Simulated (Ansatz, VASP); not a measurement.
## Si5Ge3O16 (amorphous 62SiO2-38GeO2 (mol %)) in two plane-wave programs

One calculation is typed for both programs; each brings its own data sets. How far apart do they land? The cell is taken from a series of runs on this material, whose earlier steps may have relaxed, scaled, displaced or heated it; both programs get it as it stands.

Method: plane waves, with VASP 6.6.1 beside it; single point at PBE, in Ansatz 0.2.0.

## Step 1: Starting point

The cell holds 96 atoms: 20 Si, 12 Ge and 64 O. Its edges and angles: a = 11.391 Å, b = 11.391 Å, c = 11.391 Å, α = 90.0°, β = 90.0°, γ = 90.0°. As first built, before any earlier steps moved the atoms (in the runner's words): 96 atoms (20 Si, 12 Ge, 64 O) placed at random at 2.76 g/cm^3, melted at 5000 K for 10 ps at fixed volume with the Morse and Coulomb pair potential with partial charges (Pedone, Malavasi, Menziani, Cormack and Segre, J. Phys. Chem. B 110, 11780 (2006)). Quenched from 5000 K to 300 K at 50 K/ps and fixed volume, held 5 ps, then minimised at fixed cell. The cell carries charge +1.

## Step 2: Ansatz: single point, PBE

Ansatz runs on its default PAW (the set named soft_2) files.

With cell and atoms fixed, the geometry can't cause a difference; cores, projectors, grids and the points listed under the comparison can.

File input.yaml:

```yaml
crystal:
  lattice:
    - [11.3914, 0.0, 0.0]
    - [0.0, 11.3914, 0.0]
    - [0.0, 0.0, 11.3914]
  atoms:
    - { symbol: Si, position: [0.96474, 0.36821, 0.6141] }
    - { symbol: Si, position: [0.51541, 0.68293, 0.65717] }
    - { symbol: Si, position: [0.30309, 0.7417, 0.49315] }
    - { symbol: Si, position: [0.61909, 0.34227, 0.82097] }
    - { symbol: Si, position: [0.45655, 0.69102, 0.05129] }
    - { symbol: Si, position: [0.97267, 0.20107, 0.84223] }
    - { symbol: Si, position: [0.2141, 0.18696, 0.24782] }
    - { symbol: Si, position: [0.9522, 0.50107, 0.30367] }
    - { symbol: Si, position: [0.85971, 0.94991, 0.79391] }
    - { symbol: Si, position: [0.24598, 0.9914, 0.58731] }
    - { symbol: Si, position: [0.39597, 0.51908, 0.84321] }
    - { symbol: Si, position: [0.62791, 0.24164, 0.55818] }
    - { symbol: Si, position: [0.12708, 0.51788, 0.87997] }
    - { symbol: Si, position: [0.6285, 0.1142, 0.21313] }
    - { symbol: Si, position: [0.09319, 0.57793, 0.53875] }
    - { symbol: Si, position: [0.8787, 0.42468, 0.90803] }
    - { symbol: Si, position: [0.78627, 0.01071, 0.53125] }
    - { symbol: Si, position: [0.70255, 0.36374, 0.32509] }
    - { symbol: Si, position: [0.61566, 0.60063, 0.24378] }
    - { symbol: Si, position: [0.75828, 0.78103, 0.40147] }
    - { symbol: Ge, position: [0.25596, 0.72975, 0.21309] }
    - { symbol: Ge, position: [0.8431, 0.64168, 0.10162] }
    - { symbol: Ge, position: [0.16999, 0.44886, 0.16131] }
    - { symbol: Ge, position: [0.43378, 0.1246, 0.41895] }
    - { symbol: Ge, position: [0.98646, 0.71227, 0.75915] }
    - { symbol: Ge, position: [0.85027, 0.91225, 0.17398] }
    - { symbol: Ge, position: [0.22735, 0.07561, 0.86965] }
    - { symbol: Ge, position: [0.5959, 0.86085, 0.86464] }
    - { symbol: Ge, position: [0.12632, 0.95873, 0.10805] }
    - { symbol: Ge, position: [0.49944, 0.12118, 0.95328] }
[... 60 atom lines left out ...]
    - { symbol: O, position: [0.83578, 0.95964, 0.65409] }
    - { symbol: O, position: [0.01573, 0.55203, 0.42097] }
    - { symbol: O, position: [0.84053, 0.79375, 0.06754] }
    - { symbol: O, position: [0.97954, 0.28679, 0.49541] }
    - { symbol: O, position: [0.49724, 0.41731, 0.83781] }
    - { symbol: O, position: [0.81708, 0.68857, 0.4947] }
total_charge: 1
kpoints:
  mp_grid: { grid: [1, 1, 1] }
hamiltonian:
  xc: pbe
scf:
  occupations: { method: fermi_dirac, width: 0.01 }
  lower_state_search: "off"
output:
  forces: true
  stress: true
  populations: intrinsic
  dos:
    method: { smearing: { sigma: 0.08 } }
    de: 0.1
    projected: { site_lists: { Ge: [Ge], O: [O], Si: [Si] } }
  eigenvalues: true
  write_density: true
  write_potential: true
  volumetric_format: npy
magnetization:
  spin_polarized: true
  initial_magnetization: 1
```

On the command line:

```sh
> ansatz run input.yaml --threads 4 --pin off --max-ram 8192MiB --backend cpu --events-out ev --progress --plain --runs-dir out
```

Numbers of over 12 decimals in the logs are rounded to 6 here.

Log:

```text
Engine: ansatz 0.2.0, x86_64-unknown-linux-gnu
Pseudopotentials: kind: paw
Pseudopotential: Si, paw, valence charge 4, recommended cutoff 420 eV (normal), Si.paw.azcp
Pseudopotential: Ge, paw, valence charge 14, recommended cutoff 420 eV (normal), Ge.paw.azcp
Pseudopotential: O, paw, valence charge 6, recommended cutoff 420 eV (normal), O.paw.azcp
Functional definition: PBE
  parameter kappa = 0.804
  parameter beta = 0.066725
  exchange = pbe_x(kappa = kappa, mu = beta*pi^2/3)
  correlation = pbe_c(beta = beta)
Crystal: 96 atoms, lattice volume = 1478.194 Å³
Basis set: ecut = 420 eV, 28887 PW (Γ), exchange–correlation on 160×160×160 points (8 copies of the dense FFT grid, shifted against one another)
Bands: 412, of which v1, the nominal top of the filled ones, is band 316 counted from 1 (315 counted from 0)
Symmetry: 1 space group operations
Space group: P1 (ITA 1), of the structure as read, at distance tolerance 1.1e-4 Å
Magnetic group: BNS 1.1 (UNI 1), of the structure as read, at distance tolerance 1.1e-4 Å
k-points: 1
Non-local potential: Si, projectors of the file, l = 0: 2, l = 1: 2, l = 2: 2
Non-local potential: Ge, projectors of the file, l = 0: 2, l = 1: 2, l = 2: 3, l = 3: 1
Non-local potential: O, projectors of the file, l = 0: 2, l = 1: 2, l = 2: 1
PAW form: soft (Blöchl's): semilocal exchange-correlation on the pseudo side does not see the compensation charge
PAW one-centre angular grid: Si, 110 points (default); XC on 64 Gauss nodes
PAW one-centre angular grid: Ge, 590 points (default); XC on 64 Gauss nodes
PAW one-centre angular grid: O, 110 points (default); XC on 64 Gauss nodes
Initial density: superposition of atomic densities (chi_scale 0.1, normalization cell, long waves kept (reshape's long-wave potential 0.73 eV rms))
Starting moments: Σ|m| = 1 μB on 96 of 96 sites
Initial wavefunctions: pseudopotential atomic-orbital guess
Functional: x = pbe(κ = 0.804, μ = 0.219515), c = pbe(β = 0.066725)
SCF iter   1: F=—  HF=-100676.488952 eV  |F-HF|=—  |Δ(HF+E_count)|=         —  Δρ=5.36e-2 (↑5.36e-2 ↓5.34e-2)  dr2=1.47e2  dr2_m=1.07e-1  M=1.000 μB ∫|m|=1.044 μB  β_m=1.00  ethr=3.10e-3  ⟨swp⟩=6.0  Hψ=3170  notcnv=0  defer=118
preconditioner: auto → none  [metal: Δε(μ)=0.021 eV  Ē_g=16.072 eV  σ=0.010 eV  W_gap=0.49  n_scr=340 (ndim 8)  ℏωp=21.8 eV  f_vac=0.169  D(μ)=38.50/eV (n_scr^D=250)  sad-step TF]
SCF iter   2: F=—  HF=-100647.203755 eV  |F-HF|=—  |Δ(HF+E_count)|=         —  Δρ=3.15e-2 (↑3.14e-2 ↓3.15e-2)  dr2=5.63e1  dr2_m=5.66e-2  M=0.999 μB ∫|m|=1.096 μB  β_m=0.30  ethr=3.10e-3  ⟨swp⟩=2.0  Hψ=1404  notcnv=0  defer=184
Mixer restart at iter 2: flushing history
preconditioner: auto → Resta (q_TF=auto, 2.367 Å⁻¹)  ε∞=2.9  [insulator: Δε(μ)=0.065 eV  Ē_g=15.660 eV  σ=0.010 eV  W_gap=0.92  n_scr=340 (ndim 8)  ℏωp=21.8 eV  f_vac=0.170  D(μ)=8.73/eV (n_scr^D=26)  ε∞_Penn≈2.9]
spin=Collinear: Resta preconditioning applied to the charge; magnetization (m = ρ↑ − ρ↓) channel mixes plain (no charge-response kernel on spin).
SCF iter   3: F=—  HF=-100636.251506 eV  |F-HF|=—  |Δ(HF+E_count)|=    1.10e1  Δρ=2.17e-2 (↑2.00e-2 ↓2.17e-2)  dr2=2.23e1  dr2_m=2.25e-1  M=0.966 μB ∫|m|=1.115 μB  β_m=0.30  ethr=3.10e-3  ⟨swp⟩=3.0  Hψ=1034  notcnv=0  defer=184
SCF iter   4: F=—  HF=-100632.105848 eV  |F-HF|=—  |Δ(HF+E_count)|=    4.15e0  Δρ=1.36e-2 (↑1.13e-2 ↓1.36e-2)  dr2=7.12e0  dr2_m=9.37e-2  M=0.990 μB ∫|m|=1.126 μB  β_m=0.30  ethr=3.10e-3  ⟨swp⟩=4.0  Hψ=1528  notcnv=0  defer=180
SCF iter   5: F=—  HF=-100631.238328 eV  |F-HF|=—  |Δ(HF+E_count)|=   8.68e-1  Δρ=9.39e-3 (↑7.92e-3 ↓9.39e-3)  dr2=3.64e0  dr2_m=7.89e-2  M=0.216 μB ∫|m|=0.422 μB  β_m=0.30  ethr=1.13e-3  ⟨swp⟩=2.5  Hψ=1064  notcnv=0  defer=180
SCF iter   6: F=—  HF=-100631.103445 eV  |F-HF|=—  |Δ(HF+E_count)|=   1.35e-1  Δρ=7.01e-3 (↑5.43e-3 ↓7.01e-3)  dr2=2.28e0  dr2_m=4.72e-2  M=0.637 μB ∫|m|=0.749 μB  β_m=0.30  ethr=5.77e-4  ⟨swp⟩=2.0  Hψ=968  notcnv=0  defer=180
SCF iter   7: F=—  HF=-100631.159350 eV  |F-HF|=—  |Δ(HF+E_count)|=   5.59e-2  Δρ=7.28e-3 (↑3.37e-3 ↓7.28e-3)  dr2=1.91e0  dr2_m=1.21e-1  M=0.943 μB ∫|m|=1.056 μB  β_m=0.30  ethr=3.61e-4  ⟨swp⟩=3.0  Hψ=960  notcnv=0  defer=180
SCF iter   8: F=—  HF=-100631.043865 eV  |F-HF|=—  |Δ(HF+E_count)|=   1.15e-1  Δρ=3.58e-3 (↑2.29e-3 ↓3.58e-3)  dr2=5.00e-1  dr2_m=2.62e-2  M=0.926 μB ∫|m|=1.021 μB  β_m=0.30  ethr=3.03e-4  ⟨swp⟩=3.0  Hψ=786  notcnv=0  defer=180
SCF iter   9: F=—  HF=-100631.021542 eV  |F-HF|=—  |Δ(HF+E_count)|=   2.23e-2  Δρ=2.17e-3 (↑1.79e-3 ↓2.17e-3)  dr2=2.71e-1  dr2_m=8.55e-3  M=0.940 μB ∫|m|=1.029 μB  β_m=0.30  ethr=7.92e-5  ⟨swp⟩=2.5  Hψ=806  notcnv=0  defer=180
Mixer restart at iter 9: flushing history
spin-set hold released at iteration 9 (site moments contracting): the magnetisation degrees of freedom join the quasi-Newton model from the next iteration; the mixer history was flushed
[...]
k-point 0 ↓: bands = [... 312 lower, 1.4019, 1.4126, 1.4355, 1.4675, 5.0998, 6.0256, 6.1515, 6.2183, ... 92 higher]
--- intrinsic populations: 96 sites ---
  site symbol       q [e]    m [muB]
     0     Si      2.2722    -0.0039
     1     Si      2.2407    -0.0006
     2     Si      2.2275    -0.0012
     3     Si      2.2264    -0.0005
     4     Si      2.2454    -0.0013
     5     Si      2.2464    -0.0011
     6     Si      2.2534    -0.0012
     7     Si      2.2521    -0.0053
     8     Si      2.2405    -0.0006
     9     Si      2.2440    -0.0028
    10     Si      2.2122    -0.0007
    11     Si      2.2257    -0.0026
    12     Si      2.2534    -0.0032
    13     Si      2.2506    -0.0009
    14     Si      2.2437    -0.0053
    15     Si      2.2566    -0.0025
    16     Si      2.2358    -0.0018
    17     Si      2.2230    -0.0019
    18     Si      2.2347    -0.0021
    19     Si      2.2570    -0.0039
    20     Ge     12.3970    -0.0014
    21     Ge     12.3862    -0.0022
    22     Ge     12.3659    -0.0028
    23     Ge     12.3584    -0.0024
[...]
88      O      6.8343     0.0027
    89      O      6.8017     0.0008
    90      O      6.8892     0.0103
    91      O      6.8550     0.0432
    92      O      6.7715     0.0057
    93      O      6.8121     0.0451
    94      O      6.8761     0.0037
    95      O      6.8230     0.0229
  spilling = -0.000000 (of n_electrons = 631.000000)
```

The column dr2 measures how far the density is from self-consistency, as an energy; F and HF (Harris–Foulkes) agree once it is small.

## Step 3: VASP: single point, PBE

The same cell, functional, mesh and smearing now go to VASP, with its own data sets.

Lines of VASP's logs that name or quote its potential files are left out, and so is its time.

File INCAR:

```
SYSTEM = Si5Ge3O16
PREC = Accurate
ENCUT = 600
EDIFF = 1E-06
NELM = 200
ISMEAR = -1
SIGMA = 0.01
LREAL = Auto
ALGO = Normal
GGA = PE
NELECT = 631
NBANDS = 384
ISPIN = 2
MAGMOM = -0 -0 -0 -0 -0 -0 -0 -0 -0 -0 -0 -0 -0 -0 -0 -0 -0 -0 -0 -0 -0 -0 -0 -0 -0 -0 -0 -0 -0 -0 -0 -0 0.01 0.01 0 0.01 0.01 0 0 0.01 0.03 0.04 0.01 0.01 0.02 0 0.01 0.01 0 0.01 0.03 0 0 0.01 0 0 0 0 0.04 0.02 0.01 0.01 0.01 0.01 0 0 0.01 0.01 0.01 0.01 0.06 0 0.05 0.02 0.05 0.02 0 0.02 0.01 0 0 0.01 0 0.01 0.02 0 0.01 0.02 0 0 0.01 0.03 0 0.03 0 0.02
LORBIT = 11
LWAVE = .FALSE.
LCHARG = .FALSE.
ISIF = 2
LASPH = .TRUE.
GGA_COMPAT = .FALSE.
NCORE = 2
```

File POSCAR:

```
Si5Ge3O16
1.0
   11.3914000000      0.0000000000      0.0000000000
    0.0000000000     11.3914000000      0.0000000000
    0.0000000000      0.0000000000     11.3914000000
Si Ge O
20 12 64
Direct
    0.9647400000      0.3682100000      0.6141000000
    0.5154100000      0.6829300000      0.6571700000
    0.3030900000      0.7417000000      0.4931500000
    0.6190900000      0.3422700000      0.8209700000
    0.4565500000      0.6910200000      0.0512900000
    0.9726700000      0.2010700000      0.8422300000
    0.2141000000      0.1869600000      0.2478200000
    0.9522000000      0.5010700000      0.3036700000
    0.8597100000      0.9499100000      0.7939100000
    0.2459800000      0.9914000000      0.5873100000
    0.3959700000      0.5190800000      0.8432100000
    0.6279100000      0.2416400000      0.5581800000
    0.1270800000      0.5178800000      0.8799700000
    0.6285000000      0.1142000000      0.2131300000
    0.0931900000      0.5779300000      0.5387500000
    0.8787000000      0.4246800000      0.9080300000
    0.7862700000      0.0107100000      0.5312500000
    0.7025500000      0.3637400000      0.3250900000
    0.6156600000      0.6006300000      0.2437800000
    0.7582800000      0.7810300000      0.4014700000
    0.2559600000      0.7297500000      0.2130900000
    0.8431000000      0.6416800000      0.1016200000
    0.1699900000      0.4488600000      0.1613100000
    0.4337800000      0.1246000000      0.4189500000
    0.9864600000      0.7122700000      0.7591500000
    0.8502700000      0.9122500000      0.1739800000
    0.2273500000      0.0756100000      0.8696500000
    0.5959000000      0.8608500000      0.8646400000
    0.1263200000      0.9587300000      0.1080500000
    0.4994400000      0.1211800000      0.9532800000
[... 60 atom lines left out ...]
    0.8357800000      0.9596400000      0.6540900000
    0.0157300000      0.5520300000      0.4209700000
    0.8405300000      0.7937500000      0.0675400000
    0.9795400000      0.2867900000      0.4954100000
    0.4972400000      0.4173100000      0.8378100000
    0.8170800000      0.6885700000      0.4947000000
```

File KPOINTS:

```
Automatic mesh
0
Gamma
1 1 1
0 0 0
```

Potentials, in the order of the species: Si, Ge_d and O (PBE family, release 64).

On the command line:

```sh
> mpirun -np 8 vasp_gam
```

Log:

```text
[banner, memory and clock lines left out]
running    8 mpi-ranks, on    1 nodes
[...]
LDA part: xc-table for (Slater+PW92), standard interpolation
 POSCAR, INCAR and KPOINTS ok, starting setup
[...]
entering main loop
       N       E                     dE             d eps       ncg     rms          rms(c)
DAV:   1     0.187658812522E+05    0.18766E+05   -0.25119E+05  2216   0.335E+03
DAV:   2     0.361683562905E+04   -0.15149E+05   -0.14184E+05  1776   0.109E+03
DAV:   3    -0.332075904153E+03   -0.39489E+04   -0.37748E+04  1744   0.351E+02
DAV:   4    -0.771464599310E+03   -0.43939E+03   -0.43132E+03  1784   0.140E+02
DAV:   5    -0.796857376120E+03   -0.25393E+02   -0.25163E+02  1960   0.343E+01BRMIX: very serious problems
 the old and the new charge density differ
 old charge density:   632.00000 new  631.00000
    0.722E+01
DAV:   6    -0.695036397696E+03    0.10182E+03   -0.39891E+02  2528   0.108E+02    0.282E+01
DAV:   7    -0.697273675228E+03   -0.22373E+01   -0.45130E+01  1944   0.120E+01    0.148E+01
DAV:   8    -0.697395214295E+03   -0.12154E+00   -0.65422E+00  2288   0.820E+00    0.574E+00
DAV:   9    -0.697291669349E+03    0.10354E+00   -0.51125E+00  2512   0.472E+00    0.343E+00
[...]
DAV:  26    -0.697162223594E+03    0.38966E-05   -0.11212E-05  1696   0.828E-03    0.980E-03
DAV:  27    -0.697162222490E+03    0.11038E-05   -0.24162E-06  1240   0.393E-03    0.518E-03
DAV:  28    -0.697162221912E+03    0.57778E-06   -0.11951E-06  1064   0.253E-03
   1 F= -.69716222E+03 E0= -.69715671E+03  d E =-.110199E-01  mag=     0.9831
```

Parts of OUTCAR (step 3):

```text
  FREE ENERGIE OF THE ION-ELECTRON SYSTEM (eV)
  ---------------------------------------------------
  free  energy   TOTEN  =      -697.1622219120 eV

  energy  without entropy=     -697.1512019703  energy(sigma->0) =     -697.15671194

 magnetization (x)
# of ion       s       p       d       tot
------------------------------------------
    1       -0.001  -0.001   0.000  -0.002
    2       -0.000  -0.000   0.000  -0.000
    3       -0.000  -0.000   0.000  -0.000
    4       -0.000  -0.000   0.000  -0.000
    5       -0.000  -0.000   0.000  -0.001
    6       -0.000  -0.000   0.000  -0.000
    7       -0.000  -0.000   0.000  -0.000
    8       -0.001  -0.001   0.000  -0.002
    9       -0.000  -0.000   0.000  -0.000
   10       -0.000  -0.001   0.000  -0.001
   11       -0.000  -0.000   0.000  -0.000
   12       -0.000  -0.001   0.000  -0.001
   13       -0.000  -0.001   0.000  -0.001
[...]
--------------------------------------------------
tot          0.004   0.821   0.002   0.827
```

The run ends at a pressure of -3.85 GPa, with forces up to 0.12 eV/Å.

## Step 4: Differences

Known differences besides the potentials themselves: VASP starts from the moments at which Ansatz ended; the cutoff is 420 eV in Ansatz and 600 eV in VASP (PREC = Accurate, projectors in real space); site moments are counted in spheres of each program's own size. Total energies have different zeros and are not compared.

The two programs side by side:

| quantity | Ansatz | VASP | difference |
| --- | --- | --- | --- |
| total moment (μB) | 0.98 | 0.98 | 0.00 |
| moment on O71 (μB) | 0.06 | 0.07 | 0.00 |
| moment on O73 (μB) | 0.05 | 0.06 | -0.01 |
| moment on O75 (μB) | 0.05 | 0.06 | 0.00 |

Forces on 7 of the 96 atoms, those with the largest forces and the largest differences (eV/Å; atoms numbered as in POSCAR):

| atom | Ansatz x, y, z | VASP x, y, z |
| --- | --- | --- |
| O34 | 0.007, -0.012, 0.004 | 0.021, -0.080, -0.016 |
| O51 | -0.007, -0.001, 0.012 | -0.031, 0.016, 0.077 |
| O57 | 0.014, 0.026, 0.015 | -0.008, 0.090, 0.072 |
| O59 | 0.003, -0.002, -0.013 | 0.072, -0.002, -0.054 |
| O60 | -0.014, 0.009, 0.009 | 0.014, -0.024, 0.099 |
| O79 | 0.005, 0.000, 0.008 | 0.065, -0.046, 0.055 |
| O82 | 0.011, 0.001, -0.003 | 0.096, 0.026, -0.031 |

The forces differ by 27 meV/Å r.m.s., where the r.m.s. force is 0.007 eV/Å in Ansatz and 0.029 eV/Å in VASP: the atoms lie near their places of rest in Ansatz, so a percentage would say little (all taken over all components). The cell carries a charge of +1 e against a uniform background, so its pressure also hangs on how the neutralising background is counted, and in a defect's cell a gap may be the spacing between its levels.

## Step 5: What came out

```
r.m.s. force difference (single point, PBE) : 27 meV/Å
```

In words: The r.m.s. force difference is 27 meV/Å (single point, PBE), beyond the 12 meV/Å picked in this series as the mark of a large difference. What causes the difference of the single point, PBE pair stays open here. Such differences can come from data sets, numerical settings and the points named under the comparisons, not from the functional's error against experiment.

[Lines on the potential files, build, host, timing and source positions are cut from VASP's logs without a mark.]

[Logs are printed without paths, hosts, clocks, repeated set-up lines and the standing remarks that a program may print on its own settings, such as how far it seeks lower states.]

[Hosts, paths, dates, database ids (printed as entryN), source tags and the programs' standing remarks are cut or masked in the printed files.]
